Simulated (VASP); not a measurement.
Runs of VASP 6.6.1 on CsLi2. The structure is hexagonal, space group P-6m2 (No. 187). The conventional cell has a = 3.966 Å, b = 3.966 Å, c = 10.028 Å, α = 90.00°, β = 90.00°, γ = 120.00°. Cs (site symmetry -6m2) has 6 Cs at 3.97 Å and 6 Li at 4.18 Å as nearest neighbours. Li (site symmetry 3m) is surrounded by 1 Li at 3.04 Å. The cell was built by a generator and needn't be a form met in nature.

| task | level | potentials or basis | cell | cutoff (eV) | smearing | gap on the mesh (eV) | pressure (GPa) | relaxed volume (Å³/atom) | largest force (eV/Å) |
| --- | --- | --- | --- | --- | --- | --- | --- | --- | --- |
| relaxation of cell and atoms | PW91 | VASP PAW PBE potentials, release 64 (Cs_sv, Li_sv) | relaxed | 600 | fermi-dirac 0.05 eV | none | 0.0 | 44.96 | - |
| relaxation of cell and atoms | rev-vdW-DF2 | VASP PAW PBE potentials, release 64 (Cs_sv, Li_sv) | relaxed | 600 | fermi-dirac 0.05 eV | none | 0.0 | 42.51 | - |
| relaxation of cell and atoms | PBEsol | VASP PAW PBE potentials, release 64 (Cs_sv, Li_sv) | relaxed | 600 | fermi-dirac 0.05 eV | none | 0.0 | (a) | - |
| single point | PBE | VASP PAW PBE potentials, release 64 (Cs_sv, Li_sv) | as given | 520 | fermi-dirac 0.05 eV | none | - | - | 0.01 |
| relaxation of cell and atoms | LDA | VASP PAW LDA potentials, release 64 (Cs_sv, Li_sv) | relaxed | 600 | methfessel-paxton 0.2 eV | none | 0.0 | 37.07 | 0.01 |

Alike in all rows: no spin polarisation; k mesh 8 × 8 × 3.

Q: Fill in the values left out.

A: (a) 41.07.

Caveats: the cutoff is under 1.25 times the usual one of these potentials, so pressure, stress and relaxed cells hold a basis-set (Pulay) error; the PAW data sets were made with another functional, which shifts forces and pressure a little (some runs); the volume moved by over 15 % at a fixed basis, so the end points are rough (some runs).

A k mesh can miss the band edges, and the runs leave out spin-orbit coupling on Cs.

A gap of «none» marks a metal or a gap under the smearing width.

Not every run made on this cell is shown here.
